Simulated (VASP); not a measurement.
A VASP calculation is set up with these files.

INCAR:
```
GGA = BO
ISMEAR = -5   # tetrahedra, Bloechl
AGGAC = 0.0
EDIFF = 1E-7
LUSE_VDW = .TRUE.
NEDOS = 601   # DOS grid
NELM = 100
ISIF = 2   # forces and stress, cell fixed
SYSTEM = InSb
ALGO = Normal   # blocked Davidson
PREC = Accurate
LMAXMIX = 4
LREAL = .FALSE.
LWAVE = .FALSE.
LASPH = .TRUE.   # aspherical one-centre terms
PARAM2 = 0.22
LCHARG = .TRUE.
LORBIT = 11
PARAM1 = 0.1833333333
ENCUT = 520
```

POSCAR:
```
InSb
1.0
  0.0000000000   3.3074202488   3.3074202488
  3.3074202488   0.0000000000   3.3074202488
  3.3074202488   3.3074202488   0.0000000000
In Sb
1 1
direct
  1.0000000000   1.0000000000   1.0000000000
  0.2500000000   0.2500000000   0.2500000000
```

### KPOINTS
```
Automatic mesh
0
Gamma
11 11 11
0 0 0
```

POTCAR, in this order: In_d Sb (PBE.64 set). Program: vasp_std.

### Question
Translate this optB88-vdW calculation to Quantum ESPRESSO's pw.x.

### Answer
One equivalent input (not run):
```
&CONTROL
  calculation = 'scf'
  pseudo_dir = './pseudo'
  outdir = './out'
  tprnfor = .true.
  tstress = .true.
/
&SYSTEM
  ibrav = 0
  nat = 2
  ntyp = 2
  ecutwfc = 80
  occupations = 'tetrahedra'
  input_dft = 'vdw-df-obk8'
/
&ELECTRONS
  conv_thr = 7.3e-09
  electron_maxstep = 100
/
ATOMIC_SPECIES
  In 114.818 In.upf
  Sb 121.760 Sb.upf
CELL_PARAMETERS angstrom
     0.0000000    3.3074202    3.3074202
     3.3074202    0.0000000    3.3074202
     3.3074202    3.3074202   -0.0000000
ATOMIC_POSITIONS crystal
  In   1.0000000  1.0000000  1.0000000
  Sb   0.2500000  0.2500000  0.2500000
K_POINTS automatic
  11 11 11 0 0 0
```
The two are equivalent in intent, not identical: the potentials are each code's own (VASP's PAW set, PseudoDojo norm-conserving files in pw.x), so ENCUT and ecutwfc are chosen apart and not converted; conv_thr bounds pw.x's estimated SCF error, while EDIFF bounds the energy change between steps.

The compound is InSb in the zinc blende structure. It was relaxed first, which changed the volume by +6 %.
